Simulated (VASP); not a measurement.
Input:

```
IrMo
1.0
    4.39074     0.00000     0.00000
    0.00000     2.74052     0.00000
    0.00000     0.00000     4.77240
Ir Mo
2 2
Cartesian
  1.09769   1.37026   3.22496
  3.29306   1.37026   1.54744
  1.09769   0.00000   0.81416
  3.29306   0.00000   3.95824
```

The numbers are results of LDA (Ceperley-Alder, Perdew-Zunger), VASP's LDA PAW potentials (set 64) (plane waves; VASP 6.6.1), not measurements. Settings: 400 eV cut-off, 8×12×7 Γ-centred mesh, tetrahedra with Blöchl corrections, potentials Ir Mo_sv.

The cores are frozen, which limits the accuracy of field gradients.

### Question
Give the principal components of the electric field gradient (V/Å²) and the asymmetry η at each nucleus.

### Answer

```json
[
 {"atom": "Ir1", "Vxx": "35.2", "Vyy": "28.2", "Vzz": "-63.4", "η": "0.11"},
 {"atom": "Ir2", "Vxx": "35.2", "Vyy": "28.2", "Vzz": "-63.4", "η": "0.11"},
 {"atom": "Mo3", "Vxx": "33.0", "Vyy": "19.5", "Vzz": "-52.5", "η": "0.26"},
 {"atom": "Mo4", "Vxx": "33.0", "Vyy": "19.5", "Vzz": "-52.5", "η": "0.26"}
]
```

The structure comes from a measured MoIr entry (Pmma) of the Crystallography Open Database, whose conditions weren't checked. It was relaxed first.
